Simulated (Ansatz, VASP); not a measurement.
# Zn3In2Ga4O12 (amorphous In8Ga16Zn12O48): VASP beside Ansatz

Aim: how closely do two programs agree when they are given the same cell, functional and k mesh? The structure shown is the start of the Ansatz relaxation below; VASP solves that cell, so the two are compared at the walk's first step.

Method: plane waves, with VASP 6.6.1 beside it; single point at PBE, in Ansatz 0.2.0.

**1. The structure**

The cell holds 84 atoms: 8 In, 16 Ga, 12 Zn and 48 O. Its edges and angles: a = 10.279 Å, b = 10.279 Å, c = 10.279 Å, α = 90.0°, β = 90.0°, γ = 90.0°. 84 atoms (8 In, 16 Ga, 12 Zn, 48 O) packed at random and pushed apart as soft spheres at 5.48 g/cm^3; MD (Langevin at fixed volume unless said) with the MACE-MP-0b2 small potential (Batatia et al., arXiv:2401.00096), steps of 2 fs: 0.7 ps at 2600 K, 2600 to 1560 K in 0.7 ps, 1560 to 300 K in 2 ps; then atoms relaxed.

**2. Ansatz: relaxation, PBE**

Ansatz runs on its default PAW (the set named soft_2) files.

The two programs are compared at the cell with which this relaxation starts, whose forces are those of its first step.

input.yaml

```yaml
crystal:
  lattice:
    - [10.27932, 0.0, 0.0]
    - [0.0, 10.27932, 0.0]
    - [0.0, 0.0, 10.27932]
  atoms:
    - { symbol: In, position: [0.70608, 0.76287, 0.51382] }
    - { symbol: In, position: [0.73646, 0.96831, 0.78503] }
    - { symbol: In, position: [0.64934, 0.47439, 0.65241] }
    - { symbol: In, position: [0.2223, 0.04653, 0.20959] }
    - { symbol: In, position: [0.46724, 0.23783, 0.34091] }
    - { symbol: In, position: [0.23181, 0.63758, 0.27779] }
    - { symbol: In, position: [0.02301, 0.8562, 0.37409] }
    - { symbol: In, position: [0.20969, 0.02796, 0.5558] }
    - { symbol: Ga, position: [0.49707, 0.71066, 0.89981] }
    - { symbol: Ga, position: [0.76871, 0.28357, 0.33189] }
    - { symbol: Ga, position: [0.85356, 0.23535, 0.94516] }
    - { symbol: Ga, position: [0.67681, 0.74444, 0.19841] }
    - { symbol: Ga, position: [0.87883, 0.9646, 0.07216] }
    - { symbol: Ga, position: [0.41014, 0.24395, 0.66569] }
    - { symbol: Ga, position: [0.47752, 0.9307, 0.66374] }
    - { symbol: Ga, position: [0.73338, 0.52553, 0.94459] }
    - { symbol: Ga, position: [0.3937, 0.00122, 0.93316] }
    - { symbol: Ga, position: [0.15724, 0.45787, 0.61216] }
    - { symbol: Ga, position: [0.55911, 0.26145, 0.97959] }
    - { symbol: Ga, position: [0.22572, 0.72527, 0.66175] }
    - { symbol: Ga, position: [0.96652, 0.67787, 0.12817] }
    - { symbol: Ga, position: [0.89413, 0.53605, 0.36545] }
    - { symbol: Ga, position: [0.01181, 0.90152, 0.74051] }
    - { symbol: Ga, position: [0.36997, 0.46071, 0.83697] }
    - { symbol: Zn, position: [0.43954, 0.54381, 0.47821] }
    - { symbol: Zn, position: [0.06587, 0.26216, 0.36881] }
    - { symbol: Zn, position: [0.92439, 0.22752, 0.6494] }
    - { symbol: Zn, position: [0.2221, 0.74006, 0.95742] }
    - { symbol: Zn, position: [0.74809, 0.0424, 0.44732] }
    - { symbol: Zn, position: [0.59262, 0.02548, 0.16111] }
    - { symbol: Zn, position: [0.54412, 0.48761, 0.1865] }
    - { symbol: Zn, position: [0.2771, 0.34774, 0.11822] }
    - { symbol: Zn, position: [0.06307, 0.48556, 0.9157] }
    - { symbol: Zn, position: [0.41602, 0.87142, 0.36407] }
    - { symbol: Zn, position: [0.133, 0.16059, 0.87028] }
    - { symbol: Zn, position: [0.90599, 0.62451, 0.69895] }
    - { symbol: O, position: [0.81637, 0.63578, 0.23111] }
    - { symbol: O, position: [0.56233, 0.54413, 0.85139] }
    - { symbol: O, position: [0.46868, 0.31362, 0.12761] }
    - { symbol: O, position: [0.78718, 0.16961, 0.78402] }
    - { symbol: O, position: [0.3676, 0.15303, 0.51223] }
    - { symbol: O, position: [0.27308, 0.36073, 0.70943] }
    - { symbol: O, position: [0.85009, 0.81108, 0.68561] }
    - { symbol: O, position: [0.39184, 0.83006, 0.00096] }
    - { symbol: O, position: [0.09485, 0.0597, 0.3795] }
    - { symbol: O, position: [0.04803, 0.33997, 0.54324] }
    - { symbol: O, position: [0.14119, 0.63554, 0.08956] }
    - { symbol: O, position: [0.03908, 0.64333, 0.33993] }
    - { symbol: O, position: [0.24812, 0.43622, 0.96659] }
    - { symbol: O, position: [0.2409, 0.07948, 0.00289] }
    - { symbol: O, position: [0.92183, 0.37412, 0.28869] }
    - { symbol: O, position: [0.01109, 0.3011, 0.88776] }
    - { symbol: O, position: [0.424, 0.0372, 0.25952] }
    - { symbol: O, position: [0.65844, 0.13737, 0.29968] }
    - { symbol: O, position: [0.23312, 0.25295, 0.26716] }
    - { symbol: O, position: [0.16743, 0.83515, 0.80586] }
    - { symbol: O, position: [0.60541, 0.62994, 0.06932] }
    - { symbol: O, position: [0.87283, 0.13906, 0.09559] }
    - { symbol: O, position: [0.236, 0.84218, 0.29617] }
    - { symbol: O, position: [0.90396, 0.5913, 0.98042] }
    - { symbol: O, position: [0.08577, 0.57728, 0.73263] }
    - { symbol: O, position: [0.56638, 0.85152, 0.80591] }
    - { symbol: O, position: [0.55295, 0.0813, 0.98039] }
    - { symbol: O, position: [0.7181, 0.34907, 0.00294] }
    - { symbol: O, position: [0.48074, 0.30731, 0.82682] }
    - { symbol: O, position: [0.82505, 0.20611, 0.48809] }
    - { symbol: O, position: [0.81611, 0.57563, 0.52106] }
    - { symbol: O, position: [0.50875, 0.36227, 0.56021] }
    - { symbol: O, position: [0.06822, 0.08203, 0.7026] }
    - { symbol: O, position: [0.82315, 0.87837, 0.39293] }
    - { symbol: O, position: [0.80459, 0.48103, 0.77538] }
    - { symbol: O, position: [0.57212, 0.77087, 0.34011] }
    - { symbol: O, position: [0.62774, 0.39633, 0.33082] }
    - { symbol: O, position: [0.38268, 0.05911, 0.75503] }
    - { symbol: O, position: [0.91008, 0.94164, 0.89483] }
    - { symbol: O, position: [0.3399, 0.645, 0.80785] }
    - { symbol: O, position: [0.38535, 0.51617, 0.29631] }
    - { symbol: O, position: [0.35297, 0.85967, 0.55983] }
    - { symbol: O, position: [0.55636, 0.64578, 0.58684] }
    - { symbol: O, position: [0.6369, 0.96536, 0.58817] }
    - { symbol: O, position: [0.25291, 0.59274, 0.52928] }
    - { symbol: O, position: [0.99391, 0.85898, 0.15889] }
    - { symbol: O, position: [0.09442, 0.84462, 0.57045] }
    - { symbol: O, position: [0.71253, 0.88991, 0.10061] }
kpoints:
  mp_grid: { grid: [1, 1, 1] }
hamiltonian:
  xc: pbe
scf:
  occupations: { method: fermi_dirac, width: 0.025 }
output:
  forces: true
relax:
  f_tol: 0.04
  max_steps: 250
  cell: {}
```

Command:

```console
ansatz run input.yaml --threads 4 --pin off --max-ram 8192MiB --backend cpu --events-out ev --progress --plain --runs-dir out
```

Numbers of over 12 decimals in the logs are rounded to 6 here.

What it wrote:

```text
Engine: ansatz 0.2.0, aarch64-unknown-linux-gnu
Pseudopotentials: kind: paw
Pseudopotential: In, paw, valence charge 13, recommended cutoff 420 eV (normal), In.paw.azcp
Pseudopotential: Ga, paw, valence charge 13, recommended cutoff 420 eV (normal), Ga.paw.azcp
Pseudopotential: Zn, paw, valence charge 12, recommended cutoff 420 eV (normal), Zn.paw.azcp
Pseudopotential: O, paw, valence charge 6, recommended cutoff 420 eV (normal), O.paw.azcp
Functional definition: PBE
  parameter kappa = 0.804
  parameter beta = 0.066725
  exchange = pbe_x(kappa = kappa, mu = beta*pi^2/3)
  correlation = pbe_c(beta = beta)
Crystal: 84 atoms, lattice volume = 1086.158 Å³
Basis set: ecut = 420 eV, 21247 PW (Γ), exchange–correlation on 144×144×144 points (8 copies of the dense FFT grid, shifted against one another)
Bands: 456, of which v1, the nominal top of the filled ones, is band 372 counted from 1 (371 counted from 0)
Symmetry: 1 space group operations
Space group: P1 (ITA 1), of the structure as read, at distance tolerance 1.0e-4 Å
k-points: 1
Non-local potential: In, projectors of the file, l = 0: 2, l = 1: 2, l = 2: 2, l = 3: 2
Non-local potential: Ga, projectors of the file, l = 0: 2, l = 1: 2, l = 2: 3, l = 3: 1
Non-local potential: Zn, projectors of the file, l = 0: 2, l = 1: 2, l = 2: 3, l = 3: 1
Non-local potential: O, projectors of the file, l = 0: 2, l = 1: 2, l = 2: 1
PAW form: soft (Blöchl's): semilocal exchange-correlation on the pseudo side does not see the compensation charge
PAW one-centre angular grid: In, 590 points (default); XC on 64 Gauss nodes
PAW one-centre angular grid: Ga, 590 points (default); XC on 64 Gauss nodes
PAW one-centre angular grid: Zn, 590 points (default); XC on 64 Gauss nodes
PAW one-centre angular grid: O, 110 points (default); XC on 64 Gauss nodes
Initial density: superposition of atomic densities (neutral atoms: chi_scale 0, normalization atom), corrected by the library's trained network
Initial wavefunctions: pseudopotential atomic-orbital guess
Functional: x = pbe(κ = 0.804, μ = 0.219515), c = pbe(β = 0.066725)
SCF iter   1: F=—  HF=-172381.939488 eV  |F-HF|=—  |Δ(HF+E_count)|=         —  Δρ=2.61e-3  dr2=1.11e-1  ethr=1.77e-3  ⟨swp⟩=6.0  Hψ=1672  notcnv=0
preconditioner: auto → Resta (q_TF=auto, 2.562 Å⁻¹)  ε∞=5.1  [insulator: Δε(μ)=1.038 eV  Ē_g=15.122 eV  σ=0.025 eV  W_gap=1.00  n_scr=304 (ndim 8)  ℏωp=30.7 eV  f_vac=0.086  D(μ)=0.00/eV (n_scr^D=0)  ε∞_Penn≈5.1]
SCF iter   2: F=—  HF=-172381.940251 eV  |F-HF|=—  |Δ(HF+E_count)|=   7.63e-4  Δρ=1.40e-3  dr2=2.52e-2  ethr=1.49e-5  ⟨swp⟩=2.0  Hψ=906  notcnv=0  defer=75
SCF iter   3: F=—  HF=-172381.939431 eV  |F-HF|=—  |Δ(HF+E_count)|=   8.20e-4  Δρ=6.25e-4  dr2=9.29e-3  ethr=3.39e-6  ⟨swp⟩=2.0  Hψ=709  notcnv=0  defer=75
SCF iter   4: F=—  HF=-172381.938729 eV  |F-HF|=—  |Δ(HF+E_count)|=   7.02e-4  Δρ=2.41e-4  dr2=7.01e-4  ethr=1.25e-6  ⟨swp⟩=2.0  Hψ=709  notcnv=0  defer=75
SCF iter   5: F=—  HF=-172381.938816 eV  |F-HF|=—  |Δ(HF+E_count)|=   8.74e-5  Δρ=1.50e-4  dr2=2.31e-4  ethr=9.42e-8  ⟨swp⟩=2.0  Hψ=714  notcnv=0  defer=75
SCF iter   6: F=—  HF=-172381.938846 eV  |F-HF|=—  |Δ(HF+E_count)|=   2.99e-5  Δρ=4.53e-5  dr2=2.33e-5  ethr=3.10e-8  ⟨swp⟩=2.0  Hψ=718  notcnv=0  defer=75
SCF iter   7: F=—  HF=-172381.940432 eV  |F-HF|=—  |Δ(HF+E_count)|=   1.59e-3  Δρ=2.91e-5  dr2=8.76e-6  ethr=3.13e-9  ⟨swp⟩=2.0  Hψ=753  notcnv=0  defer=75
SCF iter   8: F=—  HF=-172381.940434 eV  |F-HF|=—  |Δ(HF+E_count)|=   2.64e-6  Δρ=8.78e-6  dr2=1.06e-6  ethr=1.18e-9  ⟨swp⟩=2.0  Hψ=724  notcnv=0  defer=75
SCF iter   9: F=—  HF=-172381.940435 eV  |F-HF|=—  |Δ(HF+E_count)|=   1.14e-6  Δρ=7.47e-6  dr2=5.09e-7  ethr=1.42e-10  ⟨swp⟩=2.0  Hψ=753  notcnv=0  defer=75
SCF iter  10: F=-172381.940436 eV  HF=-172381.940435 eV  |F-HF|=2.47e-8  |Δ(HF+E_count)|=   5.76e-9  Δρ=2.41e-6  dr2=7.06e-8  ethr=1.34e-11  ⟨swp⟩=2.0  Hψ=1417  notcnv=0
SCF 1 converged in 10 iterations: F = -172381.940436 eV  dr2 = 7.06e-8
  greatest PAW one-centre occupation: 0.998 electrons in one spin orbital (limit 2), on the Ga atom at site 22 (counted from 0), in its partial waves of l = 2
relax step   1: F+E_penalty+E_count = -172381.94043551 eV  Δ(F+E_penalty+E_count) = +0.000e0 eV  max|allowed force component| = 2.737e-1 eV/Å  Δτ_max = 0.0000 Å  P = +0.936 GPa  Ω = 1086.158 Å³  (10 SCF iters, dr2 threshold 1.00e-7 eV, accepted)
Crystal: 84 atoms, lattice volume = 1095.362 Å³
Basis set: ecut = 420 eV, 21421 PW (Γ), exchange–correlation on 144×144×144 points (8 copies of the dense FFT grid, shifted against one another)
Initial density: handed on by an earlier stage of this run
Initial wavefunctions: those handed on with the density
iter 1 solved again at ethr=1.96e-5 eV; its pass at ethr=3.10e-3 eV (dr2=1.46e-1 eV) is discarded
SCF iter   1: F=—  HF=-172382.158104 eV  |F-HF|=—  |Δ(HF+E_count)|=         —  Δρ=5.90e-3  dr2=1.47e-1  ethr=1.96e-5  ⟨swp⟩=3.0  Hψ=2065  notcnv=0
[...]
atom  62  O      0.00338190     0.00014185     0.00226155
  atom  63  O     -0.00226884     0.00025214    -0.01195835
  atom  64  O     -0.00635288    -0.00370303     0.00223847
  atom  65  O     -0.00263275     0.00396153    -0.00595659
  atom  66  O      0.00006088     0.00205507     0.01163941
  atom  67  O      0.00533211    -0.00473931    -0.01109330
  atom  68  O      0.00179518     0.00190133     0.00224564
  atom  69  O     -0.00109086     0.00520747     0.01599341
  atom  70  O      0.01189814    -0.01209624    -0.00741726
  atom  71  O     -0.00150741     0.00120586     0.01276622
  atom  72  O     -0.00803713     0.00264855    -0.00267353
  atom  73  O     -0.00342803     0.01223130    -0.01034871
  atom  74  O     -0.00188318    -0.00266449    -0.00817096
  atom  75  O      0.01503556    -0.00123421     0.00306870
  atom  76  O     -0.00049126     0.00309701    -0.00424951
  atom  77  O      0.00922283    -0.00147583     0.01608886
  atom  78  O     -0.00589813     0.00375335    -0.01024267
  atom  79  O     -0.00549848     0.00042725    -0.00107021
  atom  80  O      0.00707990     0.00786757     0.00066236
  atom  81  O     -0.00068331    -0.00046873     0.00739248
  atom  82  O      0.00061925    -0.00169488     0.01367566
  atom  83  O     -0.00084712    -0.00273897    -0.01632624
  atom  84  O     -0.00001027    -0.00535420    -0.00250733
  max |Σ_I F_I| component: 1.61e-6 eV/Å
--- Stress (GPa, compression-positive) ---
       -0.005339       0.001362       0.011453
        0.001362      -0.010048      -0.034606
        0.011453      -0.034606       0.007186
  P = ⅓ Tr σ = -0.0027 GPa (-0.027 kbar)
--- Relaxed structure (32 steps of the walk, 31 accepted, 2 SCFs on fresh bases) ---
  F+E_penalty+E_count = -172384.26231498 eV   max|allowed force component| = 2.927e-2 eV/Å   (the final SCF, on the basis selected at the relaxed cell)
  cell:  # Å, volume = 1120.0588 Å³
    - [10.491266, -0.036662, 0.00144952]
    - [-0.036662, 10.123759, -0.262427]
    - [0.00144952, -0.262427, 10.552532]
  atoms:
    - { symbol: In, position: [0.709752, 0.764187, 0.506933] }
    - { symbol: In, position: [0.737491, 0.930696, 0.804547] }
    - { symbol: In, position: [0.612106, 0.476331, 0.673314] }
    - { symbol: In, position: [0.235705, 0.033405, 0.212172] }
    - { symbol: In, position: [0.457637, 0.232215, 0.371032] }
    - { symbol: In, position: [0.241152, 0.646607, 0.232218] }
    - { symbol: In, position: [0.021644, 0.861094, 0.363857] }
    - { symbol: In, position: [0.162075, 0.087325, 0.551636] }
    - { symbol: Ga, position: [0.503978, 0.709853, 0.932385] }
    - { symbol: Ga, position: [0.749201, 0.295617, 0.362374] }
    - { symbol: Ga, position: [0.848577, 0.221559, 0.955247] }
    - { symbol: Ga, position: [0.672478, 0.755605, 0.197270] }
    - { symbol: Ga, position: [0.886626, 0.968793, 0.075520] }
    - { symbol: Ga, position: [0.410961, 0.236971, 0.666342] }
    - { symbol: Ga, position: [0.480984, 0.929647, 0.680829] }
    - { symbol: Ga, position: [0.764546, 0.511453, 0.911366] }
    - { symbol: Ga, position: [0.393468, 0.010899, 0.944827] }
    - { symbol: Ga, position: [0.175092, 0.441491, 0.620606] }
    - { symbol: Ga, position: [0.584278, 0.250830, 0.939659] }
    - { symbol: Ga, position: [0.228225, 0.753815, 0.609111] }
    - { symbol: Ga, position: [0.973701, 0.678097, 0.115660] }
    - { symbol: Ga, position: [0.895542, 0.550046, 0.340271] }
    - { symbol: Ga, position: [0.018658, 0.894790, 0.746581] }
    - { symbol: Ga, position: [0.356405, 0.424529, 0.882976] }
    - { symbol: Zn, position: [0.435620, 0.550272, 0.462425] }
    - { symbol: Zn, position: [0.065352, 0.267934, 0.347819] }
    - { symbol: Zn, position: [0.911997, 0.302538, 0.664433] }
    - { symbol: Zn, position: [0.229808, 0.728566, 0.926801] }
    - { symbol: Zn, position: [0.751943, 0.055645, 0.483293] }
    - { symbol: Zn, position: [0.599298, 0.040946, 0.179969] }
    - { symbol: Zn, position: [0.531053, 0.486314, 0.171561] }
    - { symbol: Zn, position: [0.292080, 0.295855, 0.106499] }
    - { symbol: Zn, position: [0.057260, 0.471093, 0.903638] }
    - { symbol: Zn, position: [0.421396, 0.878493, 0.380937] }
    - { symbol: Zn, position: [0.134314, 0.185027, 0.879435] }
    - { symbol: Zn, position: [0.907576, 0.610171, 0.670445] }
    - { symbol: O, position: [0.814057, 0.642031, 0.210299] }
    - { symbol: O, position: [0.633556, 0.605498, 0.848211] }
    - { symbol: O, position: [0.449933, 0.370681, 0.031524] }
    - { symbol: O, position: [0.720277, 0.136405, 0.856288] }
    - { symbol: O, position: [0.357048, 0.129006, 0.526136] }
    - { symbol: O, position: [0.274768, 0.341981, 0.728202] }
    - { symbol: O, position: [0.865855, 0.801431, 0.688216] }
    - { symbol: O, position: [0.370493, 0.841454, 0.000434927] }
    - { symbol: O, position: [0.087571, 0.068363, 0.358785] }
    - { symbol: O, position: [0.085427, 0.298028, 0.539039] }
    - { symbol: O, position: [0.144807, 0.635563, 0.059453] }
    - { symbol: O, position: [0.045791, 0.642346, 0.299123] }
    - { symbol: O, position: [0.200421, 0.365091, 0.963592] }
    - { symbol: O, position: [0.242007, 0.095695, 0.019006] }
    - { symbol: O, position: [0.907184, 0.367989, 0.308011] }
    - { symbol: O, position: [-0.028356, 0.287922, 0.849256] }
    - { symbol: O, position: [0.429643, 0.037840, 0.274527] }
    - { symbol: O, position: [0.660655, 0.133669, 0.336370] }
    - { symbol: O, position: [0.252878, 0.252190, 0.274457] }
    - { symbol: O, position: [0.165954, 0.795341, 0.773527] }
    - { symbol: O, position: [0.560144, 0.656603, 0.094524] }
    - { symbol: O, position: [0.905416, 0.147162, 0.098799] }
    - { symbol: O, position: [0.244609, 0.843440, 0.299917] }
    - { symbol: O, position: [0.915710, 0.585686, 0.967546] }
[...]
- { symbol: O, position: [0.380579, 0.528696, 0.288119] }
    - { symbol: O, position: [0.377284, 0.843319, 0.563645] }
    - { symbol: O, position: [0.564703, 0.633744, 0.568577] }
    - { symbol: O, position: [0.645382, 0.952924, 0.611715] }
    - { symbol: O, position: [0.253888, 0.582082, 0.540335] }
    - { symbol: O, position: [0.999160, 0.861282, 0.155931] }
    - { symbol: O, position: [0.102200, 0.868997, 0.548722] }
    - { symbol: O, position: [0.718990, 0.905627, 0.109279] }
```

[end of part 1 of 2]

[Lines on the potential files, build, host, timing and source positions are cut from VASP's logs without a mark.]

[Logs are printed without paths, hosts, clocks, repeated set-up lines and the standing remarks that a program may print on its own settings, such as how far it seeks lower states.]

[Hosts, paths, dates, database ids (printed as entryN), source tags and the programs' standing remarks are cut or masked in the printed files.]
